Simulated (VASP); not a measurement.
A convergence study with VASP on CsCl (CsCl type): one setting is varied, all else stays as given below, so the limit is that of these other settings. Each run relaxes cell and ions from the cell shown.

```
CsCl
1.0
    4.12000     0.00000     0.00000
    0.00000     4.12000     0.00000
    0.00000     0.00000     4.12000
Cs Cl
1 1
Direct
  0.00000   0.00000   0.00000
  0.50000   0.50000   0.50000
```

All values below come from PBE GGA, VASP's PBE PAW potentials (set 64) (plane waves; VASP). The tightest run used: 550 eV cut-off, 10×10×10 Γ-centred mesh, Gaussian smearing of 0.050 eV, potentials Cs_sv Cl.

Unless said otherwise, spin-orbit coupling is left out, though it shifts the bands of the heavy elements here. Gaps are read on the run's mesh, which can miss a band edge.

```json
[
 {"setting": "2×2×2 mesh", "relaxed volume (Å³/atom)": "38.949", "E (eV/atom)": "-3.2211", "gap on the mesh (eV)": "4.776", "irreducible k-points": "4"},
 {"setting": "3×3×3 mesh", "relaxed volume (Å³/atom)": "37.344", "E (eV/atom)": "-3.2680", "gap on the mesh (eV)": "4.979", "irreducible k-points": "4"},
 {"setting": "4×4×4 mesh", "relaxed volume (Å³/atom)": "37.269", "E (eV/atom)": "-3.2701", "gap on the mesh (eV)": "4.990", "irreducible k-points": "10"}
]
```

These are the cheaper rows. Estimate the results at 10×10×10 mesh, and how far the last row shown lies from them.

```
quantity                  tightest run  last row shown is off by
------------------------  ------------  ------------------------
relaxed volume (Å³/atom)        37.263                     0.006
E (eV/atom)                    -3.2703                    0.0002
gap on the mesh (eV)             4.991                    -0.001
```

Left out are rungs that failed or repeat a setting and relaxations that didn't move; long series are thinned to 24 rows.

The compound is CsCl in the CsCl type structure.
